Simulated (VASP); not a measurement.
VASP input:

POSCAR:
```
CdF2
1
    0.0000000000     2.7919631418     2.7919631418
    2.7919631418     0.0000000000     2.7919631418
    2.7919631418     2.7919631418     0.0000000000
Cd F
1 2
Direct
  0.0000000000   1.0000000000   0.0000000000
  0.2500000000   0.2500000000   0.2500000000
  0.7500000000   0.7500000000   0.7500000000
```

File KPOINTS:
```
Automatic mesh
0
Gamma
7 7 7
0 0 0
```

### INCAR
```
SYSTEM = CdF2
PREC = Accurate
ENCUT = 520
EDIFF = 1E-7
NELM = 100
ALGO = Normal
LREAL = .FALSE.
LASPH = .TRUE.
ISMEAR = 0
SIGMA = 0.05
GGA = RP
LMAXMIX = 4
LWAVE = .FALSE.
LCHARG = .FALSE.
ISIF = 2
```

POTCAR, in this order: Cd F (PBE.64 set). Program: vasp_std.

Q: Write an equivalent input for Quantum ESPRESSO's pw.x.

A: One equivalent input (not run):
```
&CONTROL
  calculation = 'scf'
  pseudo_dir = './pseudo'
  outdir = './out'
  tprnfor = .true.
  tstress = .true.
/
&SYSTEM
  ibrav = 0
  nat = 3
  ntyp = 2
  ecutwfc = 102
  occupations = 'smearing'
  smearing = 'gaussian'
  degauss = 0.003675
  input_dft = 'rpbe'
/
&ELECTRONS
  conv_thr = 7.3e-09
  electron_maxstep = 100
/
ATOMIC_SPECIES
  Cd 112.414 Cd.upf
  F 18.998 F.upf
CELL_PARAMETERS angstrom
     0.0000000    2.7919631    2.7919631
     2.7919631    0.0000000    2.7919631
     2.7919631    2.7919631    0.0000000
ATOMIC_POSITIONS crystal
  Cd   0.0000000  1.0000000  0.0000000
  F    0.2500000  0.2500000  0.2500000
  F    0.7500000  0.7500000  0.7500000
K_POINTS automatic
  7 7 7 0 0 0
```
Limits of the translation: the potentials are each code's own (VASP's PAW set, PseudoDojo norm-conserving files in pw.x), so ENCUT and ecutwfc are chosen apart and not converted; conv_thr bounds pw.x's estimated SCF error, while EDIFF bounds the energy change between steps.

The compound is CdF2 in the fluorite structure. It was relaxed first, which changed the volume by +11 %.
